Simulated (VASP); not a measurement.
Level of theory: PBE GGA, VASP's PBE PAW potentials (set 64) (plane waves; VASP).

Input for VASP

### KPOINTS
```
K-points
0
G
 8 8 8
```

File POSCAR:
```
Pt3Ti
1.0
  3.9255733477   0.0000000000   0.0000000000
  0.0000000000   3.9255733477   0.0000000000
  0.0000000000   0.0000000000   3.9255733477
Ti Pt
1 3
Direct
  0.0000000000   0.0000000000   0.0000000000
  0.0000000000   0.5000000000   0.5000000000
  0.5000000000   0.0000000000   0.5000000000
  0.5000000000   0.5000000000   0.0000000000
```

**INCAR**
```
! general
SYSTEM =Pt3Ti
PREC   =Accurate
ENCUT  =480
LREAL  =.FALSE.
LASPH  =.TRUE.   ! aspherical one-centre terms

! electronic loop
EDIFF  =1E-7   ! SCF stop (eV)
NELM   =100   ! most electronic steps
ALGO   =Normal
LMAXMIX=6   ! l cut-off of mixed one-centre charges

! smearing
ISMEAR =1   ! Methfessel-Paxton
SIGMA  =0.1   ! width (eV)

! functional
GGA    =PE   ! PBE

! ions
IBRION =2   ! conjugate gradients
NSW    =30   ! most ionic steps
ISIF   =2
EDIFFG =-0.01

! output
LWAVE  =.FALSE.
LCHARG =.FALSE.
```

POTCAR, in this order: Ti_sv Pt (PBE.64 set). Program: vasp_std.

Task: What will the output report for the number of irreducible k-points (NKPTS), number of bands (NBANDS), largest plane-wave count, number of space-group operations, FFT grid (NGX, NGY, NGZ)?

Result: 
| Property | Value |
|---|---|
| number of irreducible k-points (NKPTS) | 35 |
| number of bands (NBANDS) | 25 |
| largest plane-wave count | 1472 |
| number of space-group operations | 48 |
| FFT grid (NGX, NGY, NGZ) | 28 × 28 × 28 |

The compound is Pt3Ti in the L1_2 structure. This cell was strained or had an atom moved on purpose.
